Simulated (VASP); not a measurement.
OSZICAR of a VASP run on CoSn (space group P6/mmm):

OSZICAR:
```
...
DAV:  14    -0.332019241701E+02   -0.95308E-07   -0.40820E-06  3989   0.170E-02    0.307E-03
DAV:  15    -0.332019236221E+02    0.54794E-06   -0.70720E-07  3755   0.638E-03    0.976E-04
DAV:  16    -0.332019236910E+02   -0.68887E-07   -0.67799E-08  4156   0.248E-03    0.384E-04
DAV:  17    -0.332019237233E+02   -0.32235E-07   -0.69256E-09  3829   0.706E-04    0.123E-04
DAV:  18    -0.332019237238E+02   -0.49567E-09   -0.75731E-10  2196   0.268E-04
   1 F= -.33201924E+02 E0= -.33135570E+02  d E =-.332019E+02
       N       E                     dE             d eps       ncg     rms          rms(c)
DAV:   1    -0.424652351344E+02   -0.92633E+01   -0.16880E+02  3489   0.174E+02    0.238E+01
DAV:   2    -0.535606681214E+02   -0.11095E+02   -0.20557E+02  4308   0.113E+02    0.346E+01
DAV:   3    -0.339120175693E+02    0.19649E+02   -0.90284E+01  4086   0.739E+01    0.729E+00
DAV:   4    -0.333116140235E+02    0.60040E+00   -0.35752E+00  3958   0.190E+01    0.256E+00
DAV:   5    -0.332056794098E+02    0.10593E+00   -0.21459E-01  4509   0.358E+00    0.915E-01
DAV:   6    -0.331955537199E+02    0.10126E-01   -0.22055E-02  3566   0.121E+00    0.560E-01
DAV:   7    -0.331943708558E+02    0.11829E-02   -0.91400E-03  4321   0.932E-01    0.260E-01
DAV:   8    -0.331934963992E+02    0.87446E-03   -0.28308E-03  3671   0.576E-01    0.409E-02
DAV:   9    -0.331934979444E+02   -0.15452E-05   -0.17715E-04  4665   0.104E-01    0.143E-02
DAV:  10    -0.331935011207E+02   -0.31763E-05   -0.74155E-06  4162   0.217E-02    0.348E-03
DAV:  11    -0.331935010563E+02    0.64439E-07   -0.13091E-06  3701   0.102E-02    0.292E-03
DAV:  12    -0.331935010078E+02    0.48449E-07   -0.47850E-07  3931   0.614E-03    0.888E-04
DAV:  13    -0.331935009699E+02    0.37969E-07   -0.37954E-08  3837   0.184E-03    0.214E-04
DAV:  14    -0.331935010002E+02   -0.30325E-07   -0.39120E-09  3541   0.498E-04    0.113E-04
DAV:  15    -0.331935010080E+02   -0.77798E-08   -0.47743E-10  2036   0.250E-04    0.260E-05
DAV:  16    -0.331935010145E+02   -0.64920E-08   -0.14538E-10  1753   0.124E-04    0.956E-06
DAV:  17    -0.331935010157E+02   -0.12160E-08   -0.62980E-11  1728   0.681E-05    0.592E-06
DAV:  18    -0.331935010164E+02   -0.71668E-09   -0.27037E-11  1712   0.532E-05
   2 F= -.33193501E+02 E0= -.33115357E+02  d E =0.842271E-02
       N       E                     dE             d eps       ncg     rms          rms(c)
DAV:   1    -0.358715472456E+02   -0.26780E+01   -0.42231E+01  3489   0.753E+01    0.125E+01
DAV:   2    -0.383652460497E+02   -0.24937E+01   -0.34613E+01  3845   0.587E+01    0.177E+01
DAV:   3    -0.334518156009E+02    0.49134E+01   -0.21634E+01  3832   0.448E+01    0.367E+00
DAV:   4    -0.333282591642E+02    0.12356E+00   -0.14396E+00  3641   0.922E+00    0.166E+00
DAV:   5    -0.333061684942E+02    0.22091E-01   -0.11648E-01  4345   0.300E+00    0.959E-01
DAV:   6    -0.332999756944E+02    0.61928E-02   -0.14375E-02  3514   0.893E-01    0.177E-01
DAV:   7    -0.332996725007E+02    0.30319E-03   -0.26147E-03  4699   0.508E-01    0.549E-02
DAV:   8    -0.332996602673E+02    0.12233E-04   -0.13630E-04  4037   0.102E-01    0.208E-02
DAV:   9    -0.332996569139E+02    0.33534E-05   -0.16369E-05  4616   0.320E-02    0.323E-03
DAV:  10    -0.332996571087E+02   -0.19481E-06   -0.16352E-06  4064   0.113E-02    0.162E-03
DAV:  11    -0.332996570550E+02    0.53690E-07   -0.16966E-07  3906   0.441E-03    0.807E-04
DAV:  12    -0.332996570795E+02   -0.24468E-07   -0.14491E-08  4598   0.130E-03    0.257E-04
DAV:  13    -0.332996570837E+02   -0.41782E-08   -0.13907E-09  2442   0.374E-04    0.141E-04
DAV:  14    -0.332996570761E+02    0.76352E-08   -0.37074E-10  1741   0.180E-04    0.380E-05
DAV:  15    -0.332996570748E+02    0.12787E-08   -0.10426E-10  1713   0.806E-05    0.933E-06
DAV:  16    -0.332996570754E+02   -0.63847E-09   -0.32676E-11  1704   0.767E-05
   3 F= -.33299657E+02 E0= -.33227953E+02  d E =-.977334E-01
       N       E                     dE             d eps       ncg     rms          rms(c)
DAV:   1    -0.333005024890E+02   -0.84541E-03   -0.14516E-02  3491   0.148E+00    0.226E-01
DAV:   2    -0.333013621040E+02   -0.85962E-03   -0.11165E-02  3995   0.107E+00    0.318E-01
DAV:   3    -0.332997178318E+02    0.16443E-02   -0.61969E-03  3920   0.797E-01    0.673E-02
DAV:   4    -0.332996513650E+02    0.66467E-04   -0.36498E-04  4109   0.188E-01    0.158E-02
DAV:   5    -0.332996504686E+02    0.89645E-06   -0.24025E-05  3893   0.508E-02    0.638E-03
DAV:   6    -0.332996513292E+02   -0.86058E-06   -0.22520E-06  3594   0.126E-02    0.177E-03
DAV:   7    -0.332996517508E+02   -0.42159E-06   -0.26651E-07  4905   0.422E-03    0.138E-03
DAV:   8    -0.332996515983E+02    0.15249E-06   -0.43661E-08  4049   0.191E-03    0.357E-04
DAV:   9    -0.332996515715E+02    0.26793E-07   -0.55025E-09  3605   0.552E-04    0.135E-04
DAV:  10    -0.332996515711E+02    0.40109E-09   -0.12324E-09  1800   0.379E-04
   4 F= -.33299652E+02 E0= -.33228060E+02  d E =-.977278E-01
       N       E                     dE             d eps       ncg     rms          rms(c)
DAV:   1    -0.333014734392E+02   -0.18219E-02   -0.51551E-02  3444   0.153E+00    0.237E-01
DAV:   2    -0.333004557289E+02    0.10177E-02   -0.30173E-03  3857   0.807E-01    0.134E-01
DAV:   3    -0.333001145359E+02    0.34119E-03   -0.16168E-03  4569   0.467E-01    0.115E-01
DAV:   4    -0.332999435848E+02    0.17095E-03   -0.96292E-04  4040   0.335E-01    0.216E-02
DAV:   5    -0.332999382539E+02    0.53308E-05   -0.49838E-05  3877   0.105E-01    0.102E-02
DAV:   6    -0.332999377016E+02    0.55234E-06   -0.78017E-06  4594   0.264E-02    0.406E-03
DAV:   7    -0.332999377278E+02   -0.26153E-07   -0.17256E-06  3785   0.215E-02    0.144E-03
DAV:   8    -0.332999377707E+02   -0.42907E-07   -0.16273E-07  4130   0.580E-03    0.394E-04
DAV:   9    -0.332999377778E+02   -0.71368E-08   -0.28437E-08  4834   0.151E-03    0.189E-04
DAV:  10    -0.332999377816E+02   -0.38299E-08   -0.28947E-09  2285   0.441E-04    0.805E-05
DAV:  11    -0.332999377828E+02   -0.11778E-08   -0.26208E-10  1725   0.250E-04    0.169E-05
DAV:  12    -0.332999377831E+02   -0.26830E-09   -0.88650E-11  1699   0.886E-05
   5 F= -.33299938E+02 E0= -.33227692E+02  d E =-.286212E-03
       N       E                     dE             d eps       ncg     rms          rms(c)
DAV:   1    -0.332999945574E+02   -0.56775E-04   -0.16729E-03  3461   0.275E-01    0.427E-02
DAV:   2    -0.332999613000E+02    0.33257E-04   -0.97418E-05  3865   0.154E-01    0.241E-02
DAV:   3    -0.332999501122E+02    0.11188E-04   -0.51285E-05  4585   0.829E-02    0.209E-02
DAV:   4    -0.332999446821E+02    0.54301E-05   -0.31018E-05  4048   0.595E-02    0.389E-03
DAV:   5    -0.332999446785E+02    0.35534E-08   -0.16391E-06  3876   0.191E-02    0.184E-03
DAV:   6    -0.332999447071E+02   -0.28589E-07   -0.25418E-07  4544   0.470E-03    0.734E-04
DAV:   7    -0.332999447141E+02   -0.69595E-08   -0.55785E-08  3809   0.385E-03    0.261E-04
DAV:   8    -0.332999447223E+02   -0.82882E-08   -0.51261E-09  3371   0.106E-03    0.691E-05
DAV:   9    -0.332999447236E+02   -0.12751E-08   -0.64493E-10  1728   0.286E-04    0.241E-05
DAV:  10    -0.332999447239E+02   -0.31923E-09   -0.36058E-10  1687   0.191E-04
   6 F= -.33299945E+02 E0= -.33227580E+02  d E =-.293153E-03
       N       E                     dE             d eps       ncg     rms          rms(c)
DAV:   1    -0.333011039206E+02   -0.11592E-02   -0.19592E-02  3490   0.172E+00    0.262E-01
DAV:   2    -0.333022553828E+02   -0.11515E-02   -0.15043E-02  3988   0.124E+00    0.370E-01
DAV:   3    -0.333000532848E+02    0.22021E-02   -0.83338E-03  3928   0.921E-01    0.786E-02
DAV:   4    -0.332999557711E+02    0.97514E-04   -0.48510E-04  4140   0.219E-01    0.178E-02
DAV:   5    -0.332999486866E+02    0.70846E-05   -0.31359E-05  3862   0.581E-02    0.684E-03
DAV:   6    -0.332999444865E+02    0.42001E-05   -0.29118E-06  3573   0.143E-02    0.199E-03
DAV:   7    -0.332999439784E+02    0.50808E-06   -0.31117E-07  4883   0.452E-03    0.152E-03
DAV:   8    -0.332999440788E+02   -0.10047E-06   -0.52597E-08  4065   0.210E-03    0.393E-04
DAV:   9    -0.332999441027E+02   -0.23844E-07   -0.72374E-09  4043   0.645E-04    0.155E-04
DAV:  10    -0.332999441073E+02   -0.46466E-08   -0.17117E-09  2103   0.446E-04    0.257E-05
DAV:  11    -0.332999441155E+02   -0.81354E-08   -0.25484E-10  1700   0.148E-04    0.244E-05
DAV:  12    -0.332999441155E+02   -0.61846E-10   -0.52249E-11  1682   0.814E-05
   7 F= -.33299944E+02 E0= -.33227451E+02  d E =0.608402E-06
       N       E                     dE             d eps       ncg     rms          rms(c)
DAV:   1    -0.333002783026E+02   -0.33419E-03   -0.55060E-03  3490   0.911E-01    0.139E-01
DAV:   2    -0.333006032149E+02   -0.32491E-03   -0.42283E-03  3979   0.657E-01    0.196E-01
DAV:   3    -0.332999805256E+02    0.62269E-03   -0.23438E-03  3920   0.490E-01    0.414E-02
DAV:   4    -0.332999558042E+02    0.24721E-04   -0.13725E-04  4132   0.115E-01    0.971E-03
DAV:   5    -0.332999560021E+02   -0.19790E-06   -0.89461E-06  3884   0.311E-02    0.386E-03
DAV:   6    -0.332999568542E+02   -0.85205E-06   -0.84955E-07  3577   0.770E-03    0.108E-03
DAV:   7    -0.332999571080E+02   -0.25382E-06   -0.97019E-08  4764   0.255E-03    0.837E-04
DAV:   8    -0.332999570251E+02    0.82869E-07   -0.16299E-08  4052   0.117E-03    0.215E-04
DAV:   9    -0.332999570080E+02    0.17138E-07   -0.18753E-09  2416   0.339E-04    0.864E-05
DAV:  10    -0.332999570060E+02    0.19872E-08   -0.57498E-10  1696   0.223E-04    0.156E-05
DAV:  11    -0.332999570030E+02    0.30213E-08   -0.16445E-10  1694   0.110E-04    0.169E-05
DAV:  12    -0.332999570031E+02   -0.11096E-09   -0.44191E-11  1682   0.676E-05
   8 F= -.33299957E+02 E0= -.33227532E+02  d E =-.122792E-04
```

Which electronic solver shows in the log?

It is blocked Davidson (ALGO = Normal, or the opening steps of other solvers). The INCAR had ALGO = Normal.

How was spin treated?

Without spin polarisation: there is no mag entry.

Can the final energy be trusted as converged?

The run converged. It stopped with EDIFF = 1E-09, NELM = 100, NSW = 50 and EDIFFG = -0.005 after 8 ionic steps (PBE GGA, plane waves, VASP's PBE PAW potentials (set 64)).  Energy and stress use the plane-wave basis of the starting cell.

The structure comes from a computed database's CoSn entry; how it stands against other phases isn't given here. This run relaxes it. Symmetry was kept, so distortions that lower it aren't found. The run is one of a series of settings (EDIFF = 1E-09, EDIFFG = -0.005, ENCUT = 420, IBRION = 2, ISIF = 3, NSW = 50, KPOINTS 7×7×9 Γ-centred mesh against the base run), some of them coarse on purpose. The run is not spin-polarised, so no magnetic state was tried. The electron count is odd and the run is not spin-polarised, which forces a metal.
